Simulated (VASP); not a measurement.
# AgB2 (P6/mmm) in VASP: further runs, part 2 of 2

VASP 6.6.1. Earlier steps stand in the parts before.

### 3 Single point, r2SCAN

The input, INCAR:

```
SYSTEM = AgB2
PREC = Accurate
ENCUT = 280
EDIFF = 1E-6
ISMEAR = 0
SIGMA = 0.05
LREAL = .False.
LASPH = .True.
NELM = 100
ALGO = Normal
ISIF = 2
LWAVE = .False.
LCHARG = .False.
METAGGA = R2SCAN
LMIXTAU = .True.
ADDGRID = .False.
```

The input, KPOINTS:

```
regular mesh
0
Gamma
  3 3 3
  0 0 0
```

The input, POSCAR:

```
AgB2
1.0
    3.0000000000      0.0000000000      0.0000000000
   -1.5000000000      2.5980762114      0.0000000000
    0.0000000000      0.0000000000      3.2400000000
Ag B
1 2
Direct
    0.0172000000      0.0014340000     -0.0107780000
    0.6537670000      0.3220700000      0.4709270000
    0.3421410000      0.7037590000      0.5156140000
```

Potentials or basis: VASP PAW PBE potentials, release 64 (Ag, B).

Command:

```bash
cat potpaw_PBE.64/Ag/POTCAR potpaw_PBE.64/B/POTCAR > POTCAR
mpirun -np 1 vasp_std > vasp.out
```

OUTCAR:

```text
SYSTEM = AgB2
   PREC = Accurate
   ENCUT = 280
   EDIFF = 1E-6
   ISMEAR = 0
   LREAL = .False.
   LASPH = .True.
   NELM = 100
   ISIF = 2
   METAGGA = R2SCAN

 Found     14 irreducible k-points:

 Following reciprocal coordinates:
            Coordinates               Weight
  0.000000  0.000000  0.000000      1.000000
  0.333333  0.000000  0.000000      2.000000
  0.000000  0.333333  0.000000      2.000000
 -0.333333  0.333333  0.000000      2.000000
  0.333333  0.333333  0.000000      2.000000
  0.000000  0.000000  0.333333      2.000000
   k-points           NKPTS =     14   k-points in BZ     NKDIM =     14   number of bands    NBANDS=     12
   number of dos      NEDOS =    301   number of ions     NIONS =      3
   total plane-waves  NPLWV =   4608
   dimension x,y,z NGX =    16 NGY =   16 NGZ =   18
   dimension x,y,z NGXF=    32 NGYF=   32 NGZF=   36
   ions per type =               1   2
   NGX,Y,Z   is equivalent  to a cutoff of   8.87,  8.87,  9.24 a.u.
   NGXF,Y,Z  is equivalent  to a cutoff of  17.73, 17.73, 18.47 a.u.
 SYSTEM =  AgB2
   PREC   = accura    normal or accurate (medium, high low for compatibility)
   ISTART =      0    job   : 0-new  1-cont  2-samecut
   ICHARG =      2    charge: 1-file 2-atom 10-const
   ISPIN  =      1    spin polarized calculation?
   LNONCOLLINEAR =      F non collinear calculations
   LSORBIT =      F    spin-orbit coupling
   LASPH  =      T    aspherical Exc in radial PAW
   ENCUT  =  280.0 eV  20.58 Ry    4.54 a.u.   4.09  4.09  4.42*2*pi/ulx,y,z
   NELM   =    100;   NELMIN=  2; NELMDL= -5     # of ELM steps
   EDIFF  = 0.1E-05   stopping-criterion for ELM
   LREAL  =      F    real-space projection
   EDIFFG = 0.1E-04   stopping-criterion for IOM
   NSW    =      0    number of steps for IOM
   IBRION =     -1    ionic relax: 0-MD 1-quasi-New 2-CG
   NFREE  =      0    steps in history (QN), initial steepest desc. (CG)
   ISIF   =      2    stress and relaxation
   ISYM   =      2    0-nonsym 1-usesym 2-fastsym
   POTIM  = 0.5000    time-step for ionic-motion
   TEBEG  =    0.0;   TEEND  =   0.0 temperature during run
   PSTRESS=    0.0 pullay stress
   NELECT =      17.0000    total number of electrons
   NUPDOWN=      -1.0000    fix difference up-down
   EMIN   =  10.00;   EMAX   =-10.00  energy-range for DOS
   EFERMI =   0.00;   METHOD = LEGACY
   ISMEAR =     0;   SIGMA  =   0.05  broadening in eV -4-tet -1-fermi 0-gaus
   EFERMI_NEDOS =   21; number of points for ismear=-14 and -15
   IALGO  =     38    algorithm
   IMIX   =      4    mixing-type and parameters
     AMIX     =   0.40;   BMIX     =  1.00
     AMIX_MAG =   1.60;   BMIX_MAG =  1.00
  volume/ion in A,a.u.               =       8.42        56.81
  Fermi-wavevector in a.u.,A,eV,Ry     =   1.434779  2.711340 28.008838  2.058591
  Thomas-Fermi vector in A             =   2.554150
   LORBIT       =      0    0 simple, 1 ext, 2 COOP (PROOUT), +10 PAW based schemes
   METAGGA = R2SCAN    functional components
   LHFCALC =     F    Hartree Fock is set to
   AEXX    =    0.0000 exact exchange contribution
   IVDW    =     0    specifies the selected vdW correction
   LEPSILON=     F    determine dielectric tensor
   LRPA    =     F    only Hartree local field effects (RPA)
 non-spin polarized calculation
 Gauss-broadening in eV      SIGMA  =   0.05
  energy-cutoff  :      280.00
  volume of cell :       25.25
 maximum number of plane-waves:       270
   NGX =  9   NGY =  9   NGZ =  9

 number of electron      17.0000003 magnetization

 Free energy of the ion-electron system (eV)
  ---------------------------------------------------
  ext. energy  EPLUGINS =         0.00000000
  ---------------------------------------------------
  free energy    TOTEN  =       -32.84945811 eV

  energy without entropy =      -32.84779190  energy(sigma->0) =      -32.84862500

 E-fermi :  11.5400     XC(G=0): -14.2342

 val. band max:       11.5161158225   @ k =   0.0000   0.3333   0.0000
 cond. band min:      11.6793156206   @ k =   0.3333   0.3333   0.3333
 fundamental gap:      0.1631997981
 Fermi energy:        11.5399550160

 k-point     1 :       0.0000    0.0000    0.0000
  band No.  band energies     occupation
      1      -4.4255      2.00000
      2       3.2788      2.00000
      3       3.6450      2.00000
      4       3.8260      2.00000
      5       5.2886      2.00000
      6       5.4398      2.00000
      7       7.4588      2.00000
      8      11.0949      2.00000
      9      12.7922      0.00000
     10      15.5704      0.00000
     11      16.4377      0.00000
     12      17.6029      0.00000

 k-point     2 :       0.3333    0.0000    0.0000
  band No.  band energies     occupation
      1      -2.2742      2.00000
      2       2.1207      2.00000
      3       3.2653      2.00000
      4       3.5776      2.00000
      5       4.9974      2.00000
      6       5.1890      2.00000
      7       7.4702      2.00000
      8       8.4189      2.00000
      9      11.9714      0.00000
     10      15.9979      0.00000
     11      17.1796      0.00000
     12      18.4513      0.00000

 k-point     3 :       0.0000    0.3333    0.0000
  band No.  band energies     occupation
      1      -2.3503      2.00000
      2       2.0205      2.00000
      3       3.4667      2.00000
      4       3.6427      2.00000
      5       4.9985      2.00000
      6       5.1815      2.00000
      7       7.4784      2.00000
      8       8.6593      2.00000
      9      11.5161      1.49986
     10      16.0105      0.00000
     11      17.4548      0.00000
     12      18.4926      0.00000

 k-point     4 :      -0.3333    0.3333    0.0000
  band No.  band energies     occupation
      1      -2.2713      2.00000
      2       2.1304      2.00000
      3       3.2593      2.00000
      4       3.5915      2.00000
      5       4.9877      2.00000
      6       5.1948      2.00000
      7       7.4782      2.00000
      8       8.3486      2.00000
      9      11.9780      0.00000
     10      15.9900      0.00000
     11      17.2350      0.00000
     12      18.4818      0.00000

 k-point     5 :       0.3333    0.3333    0.0000
  band No.  band energies     occupation
      1       0.7052      2.00000
      2       1.1763      2.00000
      3       1.7020      2.00000
      4       3.6493      2.00000
      5       3.9735      2.00000
      6       5.9458      2.00000
      7       6.0867      2.00000
      8       6.8153      2.00000
      9      15.1992      0.00000
     10      15.8003      0.00000
     11      19.4168      0.00000
     12      19.9602      0.00000

 k-point     6 :       0.0000    0.0000    0.3333
  band No.  band energies     occupation
      1      -3.0670      2.00000
      2       1.7409      2.00000
      3       4.1315      2.00000
      4       4.1862      2.00000
      5       4.6680      2.00000
      6       4.9139      2.00000
      7       5.8037      2.00000
      8      10.0578      2.00000
      9      11.8544      0.00000
     10      17.9568      0.00000
     11      18.0796      0.00000
     12      19.9693      0.00000

 [... further k-points ...]
[... 5 lines left out ...]
  --------------------------------------------------------------------------------------
  -------------------------------------------------------------------------------------
  Total        4.8616188      7.5765895     12.8690531      0.0003692      0.0171423     -0.0646799
  in kB      308.4418714    480.6912198    816.4677289      0.0234209      1.0875825     -4.1035691
  external PRESSURE =     535.2002734 kB  Pullay stress =       0.0000000 kB

 VOLUME and BASIS-vectors are now :
 -----------------------------------------------------------------------------
  energy-cutoff  :      280.00
  volume of cell :       25.25
      direct lattice vectors                 reciprocal lattice vectors
     3.000000000  0.000000000  0.000000000     0.333333333  0.192450090  0.000000000
    -1.500000000  2.598076211  0.000000000     0.000000000  0.384900179  0.000000000
     0.000000000  0.000000000  3.240000000     0.000000000  0.000000000  0.308641975

 POSITION                                       TOTAL-FORCE (eV/Angst)
 -----------------------------------------------------------------------------------
      0.04945      0.00373      3.20508        -0.271609      0.032188      0.252615
      1.47820      0.83676      1.52580         0.096451      1.259837      1.261822
     -0.02922      1.82842      1.67059         0.175158     -1.292025     -1.514437
 -----------------------------------------------------------------------------------
    total drift:                                0.000737      0.000691     -0.000909

  FREE ENERGIE OF THE ION-ELECTRON SYSTEM (eV)
  ---------------------------------------------------
  free  energy   TOTEN  =       -32.8494581076 eV

  energy  without entropy=      -32.8477918983  energy(sigma->0) =      -32.84862500
```

stdout:

```text
POSCAR found type information on POSCAR AgB
 POSCAR found :  2 types and       3 ions
 scaLAPACK will be used
 -----------------------------------------------------------------------------
|                                                                             |
|                                                                             |
|     You enforced a specific xc type in the INCAR file but a different       |
|     I HOPE YOU KNOW WHAT YOU ARE DOING!                                     |
|                                                                             |
 -----------------------------------------------------------------------------

 LDA part: xc-table for (None), standard interpolation
 POSCAR, INCAR and KPOINTS ok, starting setup
 FFT: planning ... GRIDC
 FFT: planning ... GRID_SOFT
 FFT: planning ... GRID
 WAVECAR not read
 entering main loop
```

Run time: 6.6 s. Hardware: 1 thread of Intel Xeon 6975P-C (Granite Rapids), shared host; peak memory 0.11 GiB.

The run converged, but a check on its numbers failed (symmetry, net force, bounds or a known fault of this set-up), so they aren't taken as properties of the crystal.

Caveat: the k mesh is coarse (spacing up to 0.81 Å⁻¹), so the values aren't converged; the cutoff lies under the usual one of these potentials, so the numbers hold a large basis-set error; the PAW data sets were made with another functional, which shifts forces and pressure a little.

### 4 Single point, r2SCAN

Edit INCAR of step 3 so:

```diff
@@ -2,3 +2,3 @@
 PREC = Accurate
-ENCUT = 280
+ENCUT = 650
 EDIFF = 1E-6
```

The input, KPOINTS:

```
regular mesh
0
Gamma
  2 2 2
  0 0 0
```

The input, POSCAR:

```
AgB2
1.0
    3.0000000000      0.0000000000      0.0000000000
   -1.5000000000      2.5980762114      0.0000000000
    0.0000000000      0.0000000000      3.2400000000
Ag B
1 2
Direct
    0.0000000000      0.0000000000      0.0000000000
    0.6666666667      0.3333333333      0.5000000000
    0.3333333333      0.6666666667      0.5000000000
```

Command:

```bash
cat potpaw_PBE.64/Ag/POTCAR potpaw_PBE.64/B/POTCAR > POTCAR
mpirun -np 1 vasp_std > vasp.out
```

It took 14 s on 1 thread of Intel Xeon 6975P-C (Granite Rapids), shared host; peak memory 0.17 GiB.

These settings aren't checked as converged: the numbers below hold their error.

What came out:

| Item | Value |
| --- | --- |
| Free energy | -32.2180 eV |
| Pressure | 57.7 GPa |
| Band gap on the k mesh | none (metal or under the smearing width) |

Caveat: the k mesh is coarse (spacing up to 1.21 Å⁻¹), so the values aren't converged; a pressure of tens of GPa on the cell as given is suspect, and the run, the potentials or the cell itself is likely at fault; the PAW data sets were made with another functional, which shifts forces and pressure a little.

### 5 Single point, r2SCAN

INCAR is that of step 4.

KPOINTS is that of step 4.

The input, POSCAR:

```
AgB2
1.0
    3.0000000000      0.0000000000      0.0000000000
   -1.5000000000      2.5980762114      0.0000000000
    0.0000000000      0.0000000000      3.2400000000
Ag B
1 2
Direct
    0.0172000000      0.0014340000     -0.0107780000
    0.6537670000      0.3220700000      0.4709270000
    0.3421410000      0.7037590000      0.5156140000
```

Command:

```bash
cat potpaw_PBE.64/Ag/POTCAR potpaw_PBE.64/B/POTCAR > POTCAR
mpirun -np 1 vasp_std > vasp.out
```

Run time: 14 s. Hardware: 1 thread of Intel Xeon 6975P-C (Granite Rapids), shared host; peak memory 0.16 GiB.

These settings aren't checked as converged: the numbers below hold their error.

Results:

```
Free energy            : -32.1069 eV
Pressure               : 59.6 GPa
Largest force          : 1.616 eV/Å
Band gap on the k mesh : none (metal or under the smearing width)
```

Caveat: the k mesh is coarse (spacing up to 1.21 Å⁻¹), so the values aren't converged; the PAW data sets were made with another functional, which shifts forces and pressure a little.

### 6 Single point, r2SCAN

Edit INCAR of step 5 so:

```diff
@@ -2,3 +2,3 @@
 PREC = Accurate
-ENCUT = 650
+ENCUT = 340
 EDIFF = 1E-6
```

The input, KPOINTS:

```
regular mesh
0
Gamma
  3 3 3
  0 0 0
```

The input, POSCAR:

```
AgB2
1.0
    3.0000000000      0.0000000000      0.0000000000
   -1.5000000000      2.5980762114      0.0000000000
    0.0000000000      0.0000000000      3.2400000000
Ag B
1 2
Direct
    0.0000000000      0.0000000000      0.0000000000
    0.6666666667      0.3333333333      0.5000000000
    0.3333333333      0.6666666667      0.5000000000
```

Potentials or basis: VASP PAW PBE potentials, release 64 (Ag, B).

Command:

```bash
cat potpaw_PBE.64/Ag/POTCAR potpaw_PBE.64/B/POTCAR > POTCAR
mpirun -np 1 vasp_std > vasp.out
```

Wall time 6.5 s (1 thread of Intel Xeon 6975P-C (Granite Rapids), shared host); peak memory 0.12 GiB.

The run converged, but some of its settings lie outside the range that counts as converged, so its numbers aren't taken as properties of the crystal.

What came out:

| Property | Result |
| --- | --- |
| Free energy | -33.1049 eV |
| Band gap on the k mesh | none (metal or under the smearing width) |

Caveat: the k mesh is coarse (spacing up to 0.81 Å⁻¹), so the values aren't converged; the cutoff is under 1.25 times the usual one of these potentials, so pressure, stress and relaxed cells hold a basis-set (Pulay) error; a pressure of tens of GPa on the cell as given is suspect, and the run, the potentials or the cell itself is likely at fault; the PAW data sets were made with another functional, which shifts forces and pressure a little.
